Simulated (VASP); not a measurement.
Output of a VASP run:

**OSZICAR**
```
       N       E                     dE             d eps       ncg     rms          rms(c)
DAV:   1     0.189242281841E+02    0.18924E+02   -0.43674E+03   128   0.971E+02
DAV:   2    -0.127736942120E+02   -0.31698E+02   -0.31534E+02   224   0.180E+02
DAV:   3    -0.135730085754E+02   -0.79931E+00   -0.79931E+00   144   0.237E+01
DAV:   4    -0.135794105611E+02   -0.64020E-02   -0.64020E-02   224   0.296E+00
DAV:   5    -0.135794286324E+02   -0.18071E-04   -0.18071E-04   176   0.118E-01    0.482E+00
DAV:   6    -0.128348329548E+02    0.74460E+00   -0.20040E+00   192   0.106E+01    0.219E+00
DAV:   7    -0.127242212430E+02    0.11061E+00   -0.27706E-01   208   0.383E+00    0.820E-01
DAV:   8    -0.127131428503E+02    0.11078E-01   -0.34617E-02   152   0.137E+00    0.971E-02
DAV:   9    -0.127135562322E+02   -0.41338E-03   -0.72280E-04   168   0.330E-01    0.528E-02
DAV:  10    -0.127137523197E+02   -0.19609E-03   -0.30781E-04   144   0.162E-01    0.114E-02
DAV:  11    -0.127137525935E+02   -0.27376E-06   -0.15529E-05   216   0.314E-02    0.425E-03
DAV:  12    -0.127137535212E+02   -0.92771E-06   -0.14094E-06   144   0.137E-02    0.735E-04
DAV:  13    -0.127137535135E+02    0.76791E-08   -0.66414E-08   216   0.245E-03
   1 F= -.12713754E+02 E0= -.12713754E+02  d E =-.293983E-42
```

**OUTCAR**
```
------------------------ aborting loop because EDIFF is reached ----------------------------------------
  FORCE on cell =-STRESS in cart. coord.  units (eV):
  Direction    XX          YY          ZZ          XY          YZ          ZX
  --------------------------------------------------------------------------------------
  Total        1.3210242      1.3210242      1.3210242      0.0000000      0.0000000      0.0000000
  in kB       94.2415253     94.2415253     94.2415253      0.0000000      0.0000000      0.0000000
  external PRESSURE =      94.2415253 kB  Pullay stress =       0.0000000 kB
  volume of cell :       22.46
      direct lattice vectors                 reciprocal lattice vectors
     0.000000000  2.239321000  2.239321000    -0.223281968  0.223281968  0.223281968
     2.239321000  0.000000000  2.239321000     0.223281968 -0.223281968  0.223281968
     2.239321000  2.239321000  0.000000000     0.223281968  0.223281968 -0.223281968
  FREE ENERGIE OF THE ION-ELECTRON SYSTEM (eV)
  ---------------------------------------------------
  free  energy   TOTEN  =       -12.7137535135 eV

  energy  without entropy=      -12.7137535135  energy(sigma->0) =      -12.71375351
```
(Selected blocks of OUTCAR.)

File POSCAR:
```
BP
1
    0.0000000000     2.2393210000     2.2393210000
    2.2393210000     0.0000000000     2.2393210000
    2.2393210000     2.2393210000     0.0000000000
B P
1 1
Direct
  0.0000000000   0.0000000000   0.0000000000
  0.2500000000   0.2500000000   0.2500000000
```

### Question
Write an INCAR and KPOINTS that could have produced this output.

### Answer
One answer among several that fit: the input of the run itself, PBE GGA, plane waves, VASP's PBE PAW potentials (set 64).

KPOINTS:
```
Automatic mesh
0
Gamma
4 4 4
0 0 0
```

### INCAR
```
! general
SYSTEM  =  BP
PREC    =  Normal
ENCUT   =  500
LREAL   =  .FALSE.
LASPH   =  .TRUE.

! electronic loop
EDIFF   =  1E-8
NELM    =  100
ALGO    =  Normal

! smearing
ISMEAR  =  0
SIGMA   =  0.01

! functional
GGA     =  PE

! output
LWAVE   =  .TRUE.
LCHARG  =  .FALSE.
```

POTCAR, in this order: B_GW P_GW (PBE.64 set). Program: vasp_std.

The compound is BP in the zinc blende structure. This cell is one point of a volume scan, at 0.96 of the reference volume. The k-mesh is coarse (spacing up to 0.61 per Å, 2π included), so the numbers may not be converged in it.
